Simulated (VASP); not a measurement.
Here is the system:

```
CELL_PARAMETERS angstrom
      4.40030     0.00000     0.00000
      0.00000     4.40030     0.00000
      0.00000     0.00000     6.17613
ATOMIC_POSITIONS crystal
  Cd 0.50000 0.00000 0.76745
  Cd 0.00000 0.50000 0.23255
  Te 0.00000 0.00000 0.50000
  Se 0.50000 0.50000 0.00000
```

These are LDA (Ceperley-Alder, Perdew-Zunger), VASP's LDA PAW potentials (set 64) (plane waves; VASP) values and carry that method's errors. Numerical set-up: 400 eV cut-off, 6×6×4 Γ-centred mesh, tetrahedra with Blöchl corrections, potentials Cd Te Se.

Unless said otherwise, spin-orbit coupling is left out, though it shifts the bands of the heavy elements here.

Task: What does the run give for the energy per atom (σ→0), band gap (on the k-mesh) with the smallest direct gap where there is one?

Result: 
| Item | Result |
|---|---|
| band gap (on the k-mesh) | 0.38 eV |
| smallest direct gap (on the k-mesh) | 0.38 eV |
| energy per atom (σ→0) | -3.187 eV/atom |

Only differences to runs with the same potentials and settings are physical.

The structure comes from a computed database's Cd2TeSe entry (P-4m2); how it stands against other phases isn't given here. It was relaxed first, which changed the volume by -7 %.
